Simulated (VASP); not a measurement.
The cell holds one Bi$_{2}$Te$_{3}$ (tetradymite) bilayer, with vacuum along c. Ionisation potential and electron affinity count from the cell's own band edges, surface states included.

Here is the system:

```yaml
crystal:
  lattice:
    - [4.37575, 0.00000, 0.00000]
    - [-2.18788, 3.78951, 0.00000]
    - [0.00000, 0.00000, 33.59099]
  atoms:
    - { symbol: Bi, position: [0.33333, 0.66667, 0.28858] }
    - { symbol: Bi, position: [0.00000, 0.00000, 0.59064] }
    - { symbol: Bi, position: [0.00000, 0.00000, 0.40936] }
    - { symbol: Bi, position: [0.66667, 0.33333, 0.71142] }
    - { symbol: Te, position: [0.00000, 0.00000, 0.23778] }
    - { symbol: Te, position: [0.66667, 0.33333, 0.34912] }
    - { symbol: Te, position: [0.33333, 0.66667, 0.46084] }
    - { symbol: Te, position: [0.66667, 0.33333, 0.53916] }
    - { symbol: Te, position: [0.33333, 0.66667, 0.65088] }
    - { symbol: Te, position: [0.00000, 0.00000, 0.76222] }
```

Level of theory: PBEsol GGA, VASP's PBE PAW potentials (set 64) (plane waves; VASP 6.6.1). Numerical set-up: 400 eV cut-off, 12×12×1 Γ-centred mesh, Gaussian smearing of 0.050 eV, potentials Bi_d Te.

Unless said otherwise, spin-orbit coupling is left out, though it shifts the bands of the heavy elements here.

Predict its energy to cut it from the bulk, per area, ionisation potential, electron affinity, band gap (on the k-mesh).

```json
{
  "energy_to_cut_it_from_the_bulk_per_area": "11.2 meV/Å²",
  "ionisation_potential": "5.09 eV",
  "electron_affinity": "4.59 eV",
  "band gap (on the k-mesh)": "0.51 eV"
}
```

The cell is a sheet with vacuum, built from Bi2Te3 (tetradymite).
